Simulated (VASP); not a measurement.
Calculation: PBE GGA, VASP's PBE PAW potentials (set 64) (plane waves; VASP).

Input for VASP

KPOINTS:
```
Automatic mesh
0
Gamma
10 10 10
0 0 0
```

### INCAR
```
! general
SYSTEM  = Pt3Ti
PREC    = Normal
ENCUT   = 400
LREAL   = .FALSE.   ! projection in real space or not
LASPH   = .TRUE.   ! aspherical one-centre terms

! electronic loop
EDIFF   = 1E-5   ! SCF stop (eV)
NELM    = 100   ! most electronic steps
NELMIN  = 4
ALGO    = Fast   ! Davidson, then RMM-DIIS
LMAXMIX = 6

! smearing
ISMEAR  = 1
SIGMA   = 0.1

! functional
GGA     = PE   ! PBE

! ions
IBRION  = 2   ! conjugate gradients
NSW     = 20   ! most ionic steps
ISIF    = 2   ! forces and stress, cell fixed
EDIFFG  = -0.03

! output
LWAVE   = .FALSE.
LCHARG  = .FALSE.
```

### POSCAR
```
Pt3Ti
1.0
  3.9463690324   0.0000000000   0.0000000000
  0.0000000000   3.9463690324   0.0000000000
  0.0000000000   0.0000000000   3.9463690324
Ti Pt
1 3
Direct
  0.0000000000   0.0000000000   0.0000000000
  0.0000000000   0.5000000000   0.5000000000
  0.5000000000   0.0000000000   0.5000000000
  0.5000000000   0.5000000000   0.0000000000
```

POTCAR, in this order: Ti_sv Pt (PBE.64 set). Program: vasp_std.

Problem. What will the output report for the number of irreducible k-points (NKPTS), largest plane-wave count, number of space-group operations, FFT grid (NGX, NGY, NGZ)?

Solution. 
| Quantity | Value |
|---|---|
| number of irreducible k-points (NKPTS) | 56 |
| largest plane-wave count | 1141 |
| number of space-group operations | 48 |
| FFT grid (NGX, NGY, NGZ) | 20 × 20 × 20 |

The compound is Pt3Ti in the L1_2 structure. It was relaxed first.
